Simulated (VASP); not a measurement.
An input for Quantum ESPRESSO's pw.x (written as the equivalent of a VASP run, and not itself run):

```
&CONTROL
  calculation = 'vc-relax'
  pseudo_dir = './pseudo'
  outdir = './out'
  tprnfor = .true.
  tstress = .true.
  nstep = 40
  forc_conv_thr = 0.00039
/
&SYSTEM
  ibrav = 0
  nat = 4
  ntyp = 2
  ecutwfc = 82
  occupations = 'smearing'
  smearing = 'methfessel-paxton'
  degauss = 0.00735
  input_dft = 'pbesol'
/
&ELECTRONS
  conv_thr = 7.3e-09
  electron_maxstep = 100
/
&IONS
/
&CELL
  press = 10
/
ATOMIC_SPECIES
  P 30.974 P.upf
  Pd 106.420 Pd.upf
CELL_PARAMETERS angstrom
     1.7749873   -5.3849922    0.0000000
     1.7749873    5.3849922   -0.0000000
     0.0000000   -0.0000000    2.9797090
ATOMIC_POSITIONS crystal
  P    0.5836160  0.4163840  0.2500000
  P    0.4163840  0.5836160  0.7500000
  Pd   0.8253501  0.1746499  0.2500000
  Pd   0.1746499  0.8253501  0.7500000
K_POINTS automatic
  8 8 10 0 0 0
```

### Question
Write the VASP files for the same calculation (PBEsol).

### Answer
One answer among several that fit: 
KPOINTS:
```
K-points
0
G
8 8 10
0 0 0
```

**POSCAR**
```
PPd
1.0
  1.7749872780  -5.3849922077   0.0000000000
  1.7749872780   5.3849922077   0.0000000000
  0.0000000000   0.0000000000   2.9797089644
P Pd
2 2
Cartesian
  1.7749872780  -0.9005429813   0.7449272411
  1.7749872780   0.9005429813   2.2347817233
  1.7749872780  -3.5040155539   0.7449272411
  1.7749872780   3.5040155539   2.2347817233
```

**INCAR**
```
SYSTEM = PPd
PREC = Accurate; ENCUT = 480; LREAL = F
LASPH = T
EDIFF = 1E-7; NELM = 100; ALGO = Normal
LMAXMIX = 4
ISMEAR = 1; SIGMA = 0.1
GGA = PS
IBRION = 2; NSW = 40; ISIF = 3
EDIFFG = -0.01; PSTRESS = 10
LWAVE = F; LCHARG = F
```

POTCAR, in this order: P Pd (PBE.64 set). Program: vasp_std.

Limits of the translation: the potentials are each code's own (VASP's PAW set, PseudoDojo norm-conserving files in pw.x), so ENCUT and ecutwfc are chosen apart and not converted; conv_thr bounds pw.x's estimated SCF error, while EDIFF bounds the energy change between steps; forc_conv_thr acts on force components and is met together with etot_conv_thr.

The structure was generated: PPd was put into the CrB type (Cmcm), which need not be its known phase. It was relaxed first under an external pressure of 1 GPa.
